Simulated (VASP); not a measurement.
Data:

```
GeSe
1.0
    0.00000     2.75780     2.75780
    2.75780     0.00000     2.75780
    2.75780     2.75780     0.00000
Ge Se
1 1
Direct
  0.00000   0.00000   0.00000
  0.50000   0.50000   0.50000
```

All values below come from LDA (Ceperley-Alder, Perdew-Zunger), VASP's LDA PAW potentials (set 64) (plane waves; VASP). Numerical set-up: 400 eV cut-off, 19×19×19 Γ-centred mesh, Gaussian smearing of 0.010 eV, potentials Ge_d Se.

Q: Predict the energy per atom (σ→0).

A: 
```json
{
  "energy per atom (σ→0)": "-4.910 eV/atom"
}
```

The absolute energy has meaning only against runs of the same code, potentials and settings.

The structure comes from a computed database's GeSe entry (Fm-3m); how it stands against other phases isn't given here. It was relaxed first, which changed the volume by -5 %.
